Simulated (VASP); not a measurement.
# TiTe2 with r2SCAN: from relaxation to properties, part 2 of 2

What structure and properties does r2SCAN give TiTe2, and how near are they to the measured ones? The start is a cell from a database of measured crystal structures.

VASP 6.6.1; r2SCAN, no spin polarisation; plane waves and PAW (Ti_sv, Te).

Still holding for the runs below: This run has no spin polarisation, although Ti can carry a moment. The k-mesh is coarse for a metal.

So far. Step 7 (Density of states (r2SCAN)): The finer mesh and the other smearing move the Fermi level by +0.08 eV from the 6×6×3 run, one measure of the sampling error in the zero of the bands above. Of the states within 0.3 eV of the Fermi level, the largest shares in the PAW spheres are Ti d 56 % and Te p 12 %. The rest lies in smaller channels or between the spheres. Step 8 (Zone-centre phonons (r2SCAN)): The three acoustic modes lie within 1.0 cm⁻¹ of zero, and all others are real.

## (9) Volume scan with r2SCAN

An equation of state needs energies on both sides of the minimum, all on one mesh and cutoff.

The input, INCAR:

```
SYSTEM = TiTe2
PREC = Accurate
ENCUT = 400
EDIFF = 1E-06
NELM = 100
ISMEAR = 0
SIGMA = 0.05
LREAL = .FALSE.
ALGO = Normal
METAGGA = R2SCAN
LASPH = .TRUE.
NBANDS = 18
LORBIT = 11
LWAVE = .FALSE.
LCHARG = .FALSE.
KPAR = 2
ISIF = 2
```

The input, POSCAR:

```
TiTe2
1.0
    3.7339984572      0.0000000000      0.0000000000
   -1.8669992286      3.2337375216      0.0000000000
    0.0000000000      0.0000000000      6.6808564883
Ti Te
1 2
Direct
    0.0000000000      0.0000000000      0.0000000000
    0.6666666667      0.3333333333      0.2482701245
    0.3333333333      0.6666666667      0.7517298755
```

The input, KPOINTS:

```
Automatic mesh
0
Gamma
6 6 3
0 0 0
```

The projector-augmented-wave data sets are Ti_sv and Te (PBE family, release 64).

Run with:

```sh
> mpirun -np 2 vasp_std
```

It took 24 s on 2 MPI ranks of Intel Xeon Platinum 8488C (Sapphire Rapids), shared host; peak memory 0.32 GiB.

The scan keeps the cell's shape and the fractional positions fixed.

This step gave:

| Property | Result |
| --- | --- |
| SCF cycles | 16 |
| irreducible k-points | 17 |
| free energy (TOTEN) | -66.2078 eV |
| energy at zero smearing | -66.2061 eV |
| Fermi energy | 6.687 eV |
| pressure | 4.092 GPa |

Force by atom:

```
atom  x (eV/Å)  y (eV/Å)  z (eV/Å)   size
 Ti1     0.000     0.000     0.000  0.000
 Te2     0.000     0.000     0.587  0.587
 Te3     0.000     0.000    -0.587  0.587
```

The pressure here is 4.09 GPa.

## (10) Volume scan with r2SCAN (run 2)

INCAR is that of step 9.

The input, POSCAR:

```
TiTe2
1.0
    3.7602950873      0.0000000000      0.0000000000
   -1.8801475437      3.2565110714      0.0000000000
    0.0000000000      0.0000000000      6.7279063236
Ti Te
1 2
Direct
    0.0000000000      0.0000000000      0.0000000000
    0.6666666667      0.3333333333      0.2482701245
    0.3333333333      0.6666666667      0.7517298755
```

KPOINTS is that of step 9.

Run with:

```sh
> mpirun -np 2 vasp_std
```

Wall time 36 s (2 MPI ranks); peak memory 0.37 GiB.

Numbers from this step:

| Property | Result |
| --- | --- |
| SCF cycles | 17 |
| free energy (TOTEN) | -66.2456 eV |
| energy at zero smearing | -66.2440 eV |
| Fermi energy | 6.435 eV |
| pressure | 2.640 GPa |

Force by atom:

```csv
atom,x (eV/Å),y (eV/Å),z (eV/Å),size
Ti1,0.000,0.000,0.000,0.000
Te2,0.000,0.000,0.379,0.379
Te3,0.000,0.000,-0.379,0.379
```

The pressure falls from 4.09 to 2.64 GPa.

The run ends at a pressure of 2.64 GPa, with forces up to 0.38 eV/Å.

## (11) Volume scan with r2SCAN (run 3)

INCAR is that of step 10.

The input, POSCAR:

```
TiTe2
1.0
    3.7862289764      0.0000000000      0.0000000000
   -1.8931144883      3.2789704782      0.0000000000
    0.0000000000      0.0000000000      6.7743071438
Ti Te
1 2
Direct
    0.0000000000      0.0000000000      0.0000000000
    0.6666666667      0.3333333333      0.2482701245
    0.3333333333      0.6666666667      0.7517298755
```

KPOINTS is that of step 10.

Run with:

```sh
> mpirun -np 2 vasp_std
```

Elapsed: 36 s, on 2 MPI ranks; peak memory 0.37 GiB; 70 s of CPU time.

The pressure falls from 2.64 to 1.27 GPa.

The run ends at a pressure of 1.27 GPa, with forces up to 0.18 eV/Å.

## (12) Volume scan with r2SCAN (run 4)

INCAR is that of step 11.

The input, POSCAR:

```
TiTe2
1.0
    3.8118123807      0.0000000000      0.0000000000
   -1.9059061904      3.3011263562      0.0000000000
    0.0000000000      0.0000000000      6.8200808779
Ti Te
1 2
Direct
    0.0000000000      0.0000000000      0.0000000000
    0.6666666667      0.3333333333      0.2482701245
    0.3333333333      0.6666666667      0.7517298755
```

KPOINTS is that of step 11.

Run with:

```sh
> mpirun -np 2 vasp_std
```

Run time: 35 s. Hardware: 2 MPI ranks; peak memory 0.38 GiB.

The pressure falls from 1.27 to -0.05 GPa, so it vanishes between these two volumes.

## (13) Volume scan with r2SCAN (run 5)

INCAR is that of step 12.

The input, POSCAR:

```
TiTe2
1.0
    3.8370569070      0.0000000000      0.0000000000
   -1.9185284535      3.3229887573      0.0000000000
    0.0000000000      0.0000000000      6.8652482927
Ti Te
1 2
Direct
    0.0000000000      0.0000000000      0.0000000000
    0.6666666667      0.3333333333      0.2482701245
    0.3333333333      0.6666666667      0.7517298755
```

KPOINTS is that of step 12.

Run with:

```sh
> mpirun -np 2 vasp_std
```

It took 41 s on 2 MPI ranks; peak memory 0.38 GiB; 79 s of CPU time.

The pressure falls from -0.05 to -1.20 GPa.

The run ends at a pressure of -1.20 GPa, with forces up to 0.18 eV/Å.

## (14) Volume scan with r2SCAN (run 6)

INCAR is that of step 13.

The input, POSCAR:

```
TiTe2
1.0
    3.8619735591      0.0000000000      0.0000000000
   -1.9309867796      3.3445672110      0.0000000000
    0.0000000000      0.0000000000      6.9098290763
Ti Te
1 2
Direct
    0.0000000000      0.0000000000      0.0000000000
    0.6666666667      0.3333333333      0.2482701245
    0.3333333333      0.6666666667      0.7517298755
```

KPOINTS is that of step 13.

Run with:

```sh
> mpirun -np 2 vasp_std
```

Elapsed: 40 s, on 2 MPI ranks; peak memory 0.37 GiB.

The pressure falls from -1.20 to -2.26 GPa.

The run ends at a pressure of -2.26 GPa, with forces up to 0.35 eV/Å.

## (15) Volume scan with r2SCAN (run 7)

A prediction first. A parabola through the 6 pressures of evenly scaled cells so far, P = -0.02 -61.0 t +93 t² GPa with t = ln(V/V₁) and V₁ the volume at scale 1, gives -3.26 GPa at t = +0.0583.

INCAR is that of step 14.

The input, POSCAR:

```
TiTe2
1.0
    3.8865727800      0.0000000000      0.0000000000
   -1.9432863901      3.3658707612      0.0000000000
    0.0000000000      0.0000000000      6.9538419131
Ti Te
1 2
Direct
    0.0000000000      0.0000000000      0.0000000000
    0.6666666667      0.3333333333      0.2482701245
    0.3333333333      0.6666666667      0.7517298755
```

KPOINTS is that of step 14.

Run with:

```sh
> mpirun -np 2 vasp_std
```

Elapsed: 41 s, on 2 MPI ranks; peak memory 0.38 GiB; 80 s of CPU time.

The pressure falls from -2.26 to -3.22 GPa. The parabola predicted -3.26 GPa, -0.04 GPa off.

## (16) The series together

Times are for 2 MPI ranks of Intel Xeon Platinum 8488C (Sapphire Rapids), shared host. Results by setting:

```csv
no.,volume scale,energy above the lowest point (meV/atom),pressure (GPa),time,memory (GiB)
1,0.94,22.89,4.092,24 s,0.32
2,0.96,10.25,2.640,36 s,0.37
3,0.98,2.73,1.268,36 s,0.37
4,1,0,-0.05269,35 s,0.38
5,1.02,1.74,-1.203,41 s,0.38
6,1.04,7.49,-2.261,40 s,0.37
7,1.06,16.86,-3.221,41 s,0.38
```

## (17) Fit for r2SCAN

This step: Birch-Murnaghan fit, r2SCAN; plane waves and PAW (VASP 6.6.1).

No new run; the numbers come from the runs before.

This step gave:

```yaml
pressure_derivative_of_the_bulk_modulus: 3.281
r_m_s_error_of_the_fit: 2.60e-5 eV/atom
minimum_inside_the_sampled_range: yes
bulk_modulus: 61.02 GPa
equilibrium_volume_of_the_fit: 28.66 Å³/atom
```

The energy above the fitted minimum by volume:

```csv
volume (Å³/atom),energy above the fitted minimum (eV/atom)
26.89,0.0229
27.46,0.0102
28.03,0.00272
28.61,-1.9e-5
29.18,0.00172
29.75,0.00747
30.32,0.0168
```

The fitted volume lies +0.20 % from the relaxed one. At a finite cutoff and mesh the minimum of the energy and the zero of the stress don't quite coincide, and the relaxation stops at a threshold. The atoms bear forces along the scan, since they were held; freeing them would lower the modulus.

## (18) What came out

| Item | Value |
| --- | --- |
| relaxed volume | 28.61 Å³/atom |
| relaxed conventional cell a, b, c | 3.812, 3.812, 6.820 Å; angles 90.0, 90.0, 120.0° |
| space group after relaxing, within 0.02 Å | P-3m1 (No. 164) |
| band gap | none, a metal |
| DOS at the Fermi level | 1.03 states/eV/cell |
| highest zone-centre mode | 264 cm⁻¹ |
| bulk modulus from the fit | 61.0 GPa |
| volume from the fit | 28.7 Å³/atom |

**Reading.** With r2SCAN, TiTe2 relaxes to 28.61 Å³/atom in space group P-3m1 (held by the symmetry of the run), comes out as a metal and has a bulk modulus of 61.0 GPa at fixed shape and positions, an upper bound. Against the listed cell the volume lies +6.9 % (a +0.9 %, c +5.0 %). Band structure (r2SCAN): Of the bands kept, 4 cross the Fermi level on this path. Zone-centre phonons (r2SCAN): The highest mode in this list at Γ, 264.4 cm⁻¹, is mostly motion of Ti (84 % of the kinetic energy). Spin-orbit coupling is left out, and with elements this heavy it would split and shift bands near the Fermi level. The k-sampling is coarse for a metal, so the Fermi level, pressures and the shape of the cell carry errors. Magnetism was not tested. Modes at Γ alone can't show that the crystal is stable at other wave vectors. The bonds form layers, and without a dispersion term the spacing between them, and what depends on it, is unreliable. No search among competing phases was made, and a listed structure need not be the one stable at ambient conditions. All values are for a static lattice at zero temperature.

Computed beside measured:

```
                                    quantity  measured        r2SCAN
 Raman mode, Eg, earlier experiment … (cm⁻¹)       102  100 (-1.5 %)
Raman mode, A1g, earlier experiment … (cm⁻¹)       145  141 (-2.4 %)
```

Measured values from arxiv:1709.00815 (2017).

**Verdict.** The Raman mode is off by -1.5 %: good agreement. The Raman mode is off by -2.4 %: good agreement. The grades are ours: good and fair within 3 and 7 % for the Raman mode. For Raman mode the calculation has a static lattice, without zero-point motion or thermal expansion.

[Lines on the potential files, build, host, timing and source positions are cut from VASP's logs without a mark.]

[Logs are printed without paths, hosts, clocks, repeated set-up lines and the standing remarks that a program may print on its own settings, such as how far it seeks lower states.]

[Hosts, paths, dates, database ids (printed as entryN), source tags and the programs' standing remarks are cut or masked in the printed files.]

[A measured line is paired with the nearest computed mode of its activity, which favours agreement.]
